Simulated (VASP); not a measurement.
Given:

```xyz
2
Lattice="0.0000 2.5683 2.5683 2.5683 0.0000 2.5683 2.5683 2.5683 0.0000" Properties=species:S:1:pos:R:3 pbc="T T T"
Mg     0.0000     0.0000     0.0000
S      2.5683     2.5683     2.5683
```

Method: PBE GGA with D3 dispersion (zero damping), VASP's PBE PAW potentials (set 64) (plane waves; VASP 6.6.1). Numerical set-up: 520 eV cut-off, 9×9×9 Γ-centred mesh, Gaussian smearing of 0.050 eV, potentials Mg S.

### Question
Give the stress tensor in GPa (positive for a compressed cell).

### Answer

```
2.57  0.00  0.00
0.00  2.57  0.00
0.00  0.00  2.57
```
The pressure is its mean diagonal, 2.57 GPa.

The compound is MgS in the rock salt structure. This cell is one point of a volume scan, at 0.97 of the reference volume.
